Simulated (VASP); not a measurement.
Output of a VASP run:

**OUTCAR**
```
 ion  position               nearest neighbor table
   1  0.000  0.000  0.000-   2 2.61   2 2.61   2 2.61   2 2.61
   2  0.250  0.250  0.250-   1 2.61   1 2.61   1 2.61   1 2.61
  LATTYP: Found a face centered cubic cell.
 ALAT       =     6.0390356218
 Subroutine PRICEL returns:
 Original cell was already a primitive cell.
 Subroutine GETGRP returns: Found 24 space group operations
The static configuration has the point symmetry T_d .
The dynamic configuration has the point symmetry T_d .
 Subroutine INISYM returns: Found 24 space group operations
 Subroutine IBZKPT returns following result:
 Found     47 irreducible k-points:

 Following reciprocal coordinates:
            Coordinates               Weight
  0.000000  0.000000  0.000000      1.000000
  0.100000  0.000000  0.000000      8.000000
  0.200000  0.000000  0.000000      8.000000
  0.300000  0.000000  0.000000      8.000000
  0.400000  0.000000  0.000000      8.000000
  0.500000  0.000000  0.000000      4.000000
  0.100000  0.100000  0.000000      6.000000
  0.200000  0.100000  0.000000     24.000000
  0.300000  0.100000  0.000000     24.000000
  0.400000  0.100000  0.000000     24.000000
  0.500000  0.100000  0.000000     24.000000
 -0.400000  0.100000  0.000000     24.000000
 -0.300000  0.100000  0.000000     24.000000
 -0.200000  0.100000  0.000000     24.000000
 -0.100000  0.100000  0.000000     12.000000
  0.200000  0.200000  0.000000      6.000000
  0.300000  0.200000  0.000000     24.000000
  0.400000  0.200000  0.000000     24.000000
  0.500000  0.200000  0.000000     24.000000
 -0.400000  0.200000  0.000000     24.000000
 -0.300000  0.200000  0.000000     24.000000
 -0.200000  0.200000  0.000000     12.000000
  0.300000  0.300000  0.000000      6.000000
  0.400000  0.300000  0.000000     24.000000
  0.500000  0.300000  0.000000     24.000000
 -0.400000  0.300000  0.000000     24.000000
 -0.300000  0.300000  0.000000     12.000000
  0.400000  0.400000  0.000000      6.000000
  0.500000  0.400000  0.000000     24.000000
 -0.400000  0.400000  0.000000     12.000000
  0.500000  0.500000  0.000000      3.000000
  0.300000  0.200000  0.100000     24.000000
  0.400000  0.200000  0.100000     48.000000
  0.500000  0.200000  0.100000     48.000000
 -0.400000  0.200000  0.100000     24.000000
  0.400000  0.300000  0.100000     24.000000
  0.500000  0.300000  0.100000     48.000000
 -0.400000  0.300000  0.100000     48.000000
 -0.300000  0.300000  0.100000     48.000000
 -0.200000  0.300000  0.100000     24.000000
   k-points           NKPTS =     47   k-points in BZ     NKDIM =     47   number of bands    NBANDS=     12
   number of dos      NEDOS =    301   number of ions     NIONS =      2
   total plane-waves  NPLWV =  21952
   dimension x,y,z NGX =    28 NGY =   28 NGZ =   28
   dimension x,y,z NGXF=    56 NGYF=   56 NGZF=   56
   ions per type =               1   1
   PREC   = accura    normal or accurate (medium, high low for compatibility)
   ISTART =      0    job   : 0-new  1-cont  2-samecut
   ICHARG =      2    charge: 1-file 2-atom 10-const
   ISPIN  =      1    spin polarized calculation?
   LNONCOLLINEAR =      F non collinear calculations
   LSORBIT =      F    spin-orbit coupling
   INIWAV =      1    electr: 0-lowe 1-rand  2-diag
   ENCUT  =  400.0 eV  29.40 Ry    5.42 a.u.   6.96  6.96  6.96*2*pi/ulx,y,z
   NELM   =    100;   NELMIN=  2; NELMDL= -5     # of ELM steps
   EDIFF  = 0.1E-05   stopping-criterion for ELM
   LREAL  =      F    real-space projection
   NLSPLINE    = F    spline interpolate recip. space projectors
   LMAXMIX     =    4 max onsite mixed and CHGCAR
   VOSKOWN=      0    Vosko Wilk Nusair interpolation
   EDIFFG = -.1E-01   stopping-criterion for IOM
   NSW    =     60    number of steps for IOM
   NBLOCK =      1;   KBLOCK =     60    inner block; outer block
   IBRION =      2    ionic relax: 0-MD 1-quasi-New 2-CG
...
```

File OSZICAR:
```
...
DAV:   6    -0.385148987271E+02    0.81017E+01   -0.66091E+00  1408   0.224E+01    0.344E+00
DAV:   7    -0.388801019076E+02   -0.36520E+00   -0.12036E+00  1292   0.104E+01    0.143E+00
DAV:   8    -0.390487081469E+02   -0.16861E+00   -0.13120E+00  1664   0.877E+00    0.112E+00
DAV:   9    -0.383004601545E+02    0.74825E+00   -0.19821E-01  1372   0.558E+00    0.602E-01
DAV:  10    -0.386413759559E+02   -0.34092E+00   -0.18472E-01  1388   0.424E+00    0.264E-01
DAV:  11    -0.386931648667E+02   -0.51789E-01   -0.18832E-02  1412   0.138E+00    0.184E-01
DAV:  12    -0.387212292578E+02   -0.28064E-01   -0.68500E-03  1280   0.719E-01    0.144E-01
DAV:  13    -0.387365610033E+02   -0.15332E-01   -0.53958E-02  1276   0.169E+00    0.928E-02
DAV:  14    -0.387243266892E+02    0.12234E-01   -0.38107E-03  1476   0.523E-01    0.133E-01
DAV:  15    -0.387341463134E+02   -0.98196E-02   -0.41035E-03  1168   0.542E-01    0.913E-02
DAV:  16    -0.387441169880E+02   -0.99707E-02   -0.75725E-03  1164   0.842E-01    0.321E-02
DAV:  17    -0.387437113832E+02    0.40560E-03   -0.79176E-04  1440   0.203E-01    0.331E-02
DAV:  18    -0.387442138377E+02   -0.50245E-03   -0.44000E-04  1232   0.187E-01    0.134E-02
DAV:  19    -0.387443817775E+02   -0.16794E-03   -0.13655E-04  1332   0.116E-01    0.112E-02
DAV:  20    -0.387443846934E+02   -0.29160E-05   -0.44300E-06  1404   0.197E-02    0.975E-03
DAV:  21    -0.387443809630E+02    0.37304E-05   -0.96069E-06  1356   0.250E-02    0.327E-03
DAV:  22    -0.387443926684E+02   -0.11705E-04   -0.99633E-06  1184   0.245E-02    0.152E-03
DAV:  23    -0.387443942583E+02   -0.15899E-05   -0.29952E-06  1420   0.154E-02    0.145E-03
DAV:  24    -0.387443943459E+02   -0.87615E-07   -0.17439E-07   668   0.422E-03
   1 F= -.38744394E+02 E0= -.38744553E+02  d E =-.387444E+02
       N       E                     dE             d eps       ncg     rms          rms(c)
DAV:   1    -0.387448708573E+02   -0.47660E-03   -0.16161E-02  1180   0.142E+00    0.188E-01
DAV:   2    -0.387444304119E+02    0.44045E-03   -0.15637E-03  1172   0.448E-01    0.596E-02
DAV:   3    -0.387443750784E+02    0.55334E-04   -0.44925E-04  1636   0.179E-01    0.289E-02
DAV:   4    -0.387443785783E+02   -0.34999E-05   -0.69177E-05  1524   0.810E-02    0.103E-02
DAV:   5    -0.387443883640E+02   -0.97857E-05   -0.44639E-05  1572   0.673E-02    0.908E-03
DAV:   6    -0.387443939002E+02   -0.55362E-05   -0.22493E-05  1160   0.538E-02    0.538E-03
DAV:   7    -0.387444007941E+02   -0.68940E-05   -0.11085E-05  1156   0.346E-02    0.136E-03
DAV:   8    -0.387444015998E+02   -0.80572E-06   -0.50861E-07   696   0.791E-03
   2 F= -.38744402E+02 E0= -.38744557E+02  d E =-.725390E-05
       N       E                     dE             d eps       ncg     rms          rms(c)
DAV:   1    -0.387444988894E+02   -0.98095E-04   -0.27928E-03  1180   0.589E-01    0.783E-02
DAV:   2    -0.387444231472E+02    0.75742E-04   -0.27558E-04  1176   0.187E-01    0.250E-02
DAV:   3    -0.387444157582E+02    0.73890E-05   -0.77075E-05  1668   0.739E-02    0.120E-02
DAV:   4    -0.387444110473E+02    0.47110E-05   -0.10849E-05  1528   0.309E-02    0.431E-03
DAV:   5    -0.387444152345E+02   -0.41872E-05   -0.68360E-06  1500   0.262E-02    0.370E-03
DAV:   6    -0.387444109335E+02    0.43009E-05   -0.36287E-06  1152   0.216E-02    0.215E-03
DAV:   7    -0.387444142844E+02   -0.33508E-05   -0.18196E-06   980   0.142E-02    0.507E-04
DAV:   8    -0.387444140515E+02    0.23283E-06   -0.11493E-07   588   0.341E-03
   3 F= -.38744414E+02 E0= -.38744571E+02  d E =-.197056E-04
```

**OUTCAR**
```
------------------------ aborting loop because EDIFF is reached ----------------------------------------
  FORCE on cell =-STRESS in cart. coord.  units (eV):
  Direction    XX          YY          ZZ          XY          YZ          ZX
  --------------------------------------------------------------------------------------
  Total        0.0024509      0.0024509      0.0024509      0.0000000     -0.0000000     -0.0000000
  in kB        0.0714057      0.0714057      0.0714057      0.0000000     -0.0000000     -0.0000000
  external PRESSURE =       0.0714057 kB  Pullay stress =       0.0000000 kB
  volume of cell :       54.99
      direct lattice vectors                 reciprocal lattice vectors
    -0.000000000  3.018269533  3.018269533    -0.165657836  0.165657836  0.165657836
     3.018269533  0.000000000  3.018269533     0.165657836 -0.165657836  0.165657836
     3.018269533  3.018269533  0.000000000     0.165657836  0.165657836 -0.165657836
 POSITION                                       TOTAL-FORCE (eV/Angst)
 -----------------------------------------------------------------------------------
     -0.00000      0.00000      0.00000        -0.000000     -0.000000     -0.000000
      1.50913      1.50913      1.50913         0.000000      0.000000      0.000000
 -----------------------------------------------------------------------------------
    total drift:                               -0.000001     -0.000001     -0.000001
  FREE ENERGIE OF THE ION-ELECTRON SYSTEM (eV)
  ---------------------------------------------------
  free  energy   TOTEN  =       -38.7444140515 eV

  energy  without entropy=      -38.7448837600  energy(sigma->0) =      -38.74457062

 reached required accuracy - stopping structural energy minimisation
```
(Selected blocks of OUTCAR.)

File POSCAR:
```
ZrAs
1
    0.0000000000     3.0195178109     3.0195178109
    3.0195178109     0.0000000000     3.0195178109
    3.0195178109     3.0195178109    -0.0000000000
Zr As
1 1
Direct
  0.0000000000   0.0000000000   0.0000000000
  0.2500000000   0.2500000000   0.2500000000
```

Task: Reconstruct the remaining input files.

Result: One answer among several that fit: the input of the run itself, r2SCAN meta-GGA, plane waves, VASP's PBE PAW potentials (set 64).

### KPOINTS
```
Regular mesh
0
Gamma
  10 10 10
```

### INCAR
```
# general
SYSTEM  = ZrAs
PREC    = Accurate
ENCUT   = 400
LREAL   = F
LASPH   = T

# electronic loop
EDIFF   = 1E-6
NELM    = 100
ALGO    = Normal
LMAXMIX = 4
LMIXTAU = T

# smearing
ISMEAR  = 1
SIGMA   = 0.1

# functional
METAGGA = R2SCAN

# ions
IBRION  = 2
NSW     = 60
ISIF    = 3
EDIFFG  = -0.01

# output
LWAVE   = F
LCHARG  = F
```

POTCAR, in this order: Zr_sv As (PBE.64 set). Program: vasp_std.

The structure was generated: ZrAs was put into the zinc blende type (F-43m), which need not be its known phase. This run relaxes it. Symmetry was kept, so distortions that lower it aren't found. The start is the result of an earlier pass. The electron count is odd and the run is not spin-polarised, which forces a metal.
